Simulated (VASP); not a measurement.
An input for Ansatz (written as the equivalent of a VASP run, and not itself run):

Ansatz 0.2 input:
```yaml
crystal:
  lattice:
    - [3.5113440, 0.0000000, 0.0000000]
    - [-1.7556720, 3.0409130, 0.0000000]
    - [0.0000000, 0.0000000, 11.2977710]
  atoms:
    - { symbol: Tm, position: [0.0000000, 0.0000000, 0.0000000], spin: 2 }
    - { symbol: Tm, position: [0.0000000, 0.0000000, 0.5000000], spin: 2 }
    - { symbol: Tm, position: [0.3333330, 0.6666670, 0.2500000], spin: 2 }
    - { symbol: Tm, position: [0.6666670, 0.3333330, 0.7500000], spin: 2 }
kpoints:
  mp_grid: { grid: [7, 7, 2] }
hamiltonian:
  xc: pbe
  pseudopotentials: { kind: paw }
magnetization: { spin_polarized: true }
scf:
  occupations: { method: methfessel_paxton, width: 0.136 }
  max_iter: 100
output: { forces: true, stress: true, eigenvalues: true }
```

Translate this input to VASP (INCAR, KPOINTS, POSCAR, choice of POTCAR).

One answer among several that fit: 
INCAR:
```
# general
SYSTEM =Tm
PREC   =Accurate
ENCUT  =300
LREAL  =.FALSE.
LASPH  =.TRUE.

# electronic loop
EDIFF  =1E-6
NELM   =100
ALGO   =Normal
LMAXMIX=6

# smearing
ISMEAR =1
SIGMA  =0.136

# functional
GGA    =PE

# spin
ISPIN  =2
MAGMOM =2.0 2.0 2.0 2.0

# ions
ISIF   =2

# output
LWAVE  =.FALSE.
LCHARG =.FALSE.
LORBIT =11
```

KPOINTS:
```
Automatic
0
gamma
7 7 2
0 0 0
```

File POSCAR:
```
Tm
1
    3.5113440000     0.0000000000     0.0000000000
   -1.7556720000     3.0409130000     0.0000000000
    0.0000000000     0.0000000000    11.2977710000
Tm
4
Direct
  0.0000000000   0.0000000000   0.0000000000
  0.0000000000   0.0000000000   0.5000000000
  0.3333330000   0.6666670000   0.2500000000
  0.6666670000   0.3333330000   0.7500000000
```

POTCAR, in this order: Tm (PBE.64 set). Program: vasp_std.

Limits of the translation: each code has its own PAW files, so the cut-off isn't converted (ENCUT is set for VASP's; basis.ecutwfc is left out, and Ansatz then takes the one that its files recommend); Ansatz stops its SCF on the density residual and VASP on the energy change (EDIFF).

The structure was generated: Tm was put into an ordered model structure, which need not be its known phase. The cell was not relaxed at this level.
